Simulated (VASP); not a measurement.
Here is the system:

```yaml
crystal:
  lattice:
    - [0.00000, 2.91222, 2.91222]
    - [2.91222, 0.00000, 2.91222]
    - [2.91222, 2.91222, 0.00000]
  atoms:
    - { symbol: Eu, position: [0.00000, 0.00000, 0.00000] }
    - { symbol: S, position: [0.50000, 0.50000, 0.50000] }
```

Calculation: rev-vdW-DF2, VASP's PBE PAW potentials (set 64) (plane waves; VASP). Numerical set-up: 520 eV cut-off, 9×9×9 Γ-centred mesh, tetrahedra with Blöchl corrections, potentials Eu_2 S.

The 4f electrons are frozen in the core of the lanthanide potential, so 4f levels, which can set the real gap, and their magnetism are missing.

Problem. Tabulate the total density of states (states/eV per cell) against energy (eV; zero at the valence-band maximum or, without a gap, the Fermi level).

Solution. 
(E (eV), DOS (states/eV)): (-9.94, 0.02); (-9.70, 0.00); (-9.58, 0.00); (-9.34, 0.00); (-9.22, 0.00); (-8.98, 0.00); (-8.74, 0.00); (-8.62, 0.00); (-8.38, 0.00); (-8.26, 0.00); (-8.02, 0.00); (-7.78, 0.00); (-7.66, 0.00); (-7.42, 0.00); (-7.18, 0.00); (-7.06, 0.00); (-6.82, 0.00); (-6.70, 0.00); (-6.46, 0.00); (-6.22, 0.00); (-6.10, 0.00); (-5.86, 0.00); (-5.74, 0.00); (-5.50, 0.00); (-5.26, 0.00); (-5.14, 0.00); (-4.90, 0.00); (-4.78, 0.00); (-4.54, 0.00); (-4.30, 0.00); (-4.18, 0.00); (-3.94, 0.00); (-3.82, 0.00); (-3.58, 0.00); (-3.34, 0.00); (-3.22, 0.00); (-2.98, 0.00); (-2.86, 0.16); (-2.62, 0.66); (-2.38, 1.62); (-2.26, 1.89); (-2.02, 2.16); (-1.78, 1.36); (-1.66, 1.21); (-1.42, 1.49); (-1.30, 6.17); (-1.06, 5.04); (-0.82, 3.25); (-0.70, 2.78); (-0.46, 1.43); (-0.34, 0.63); (-0.10, 0.10); (0.14, 0.00); (0.26, 0.00); (0.50, 0.00); (0.62, 0.00); (0.86, 0.00); (1.10, 0.00); (1.22, 0.00); (1.46, 0.00); (1.58, 0.00); (1.82, 0.00); (2.06, 0.06); (2.18, 0.13); (2.42, 0.26); (2.54, 0.29); (2.78, 0.37); (3.02, 0.47); (3.14, 0.52); (3.38, 0.60); (3.62, 0.76); (3.74, 0.88); (3.98, 1.13); (4.10, 1.06); (4.34, 1.17); (4.58, 1.30); (4.70, 1.26); (4.94, 1.03); (5.06, 0.95); (5.30, 1.07)
Within 2 eV below the valence-band maximum the largest weight inside VASP's projection spheres is S p, then Eu p.

The compound is EuS in the rock salt structure. It was relaxed first, which changed the volume by -7 %.
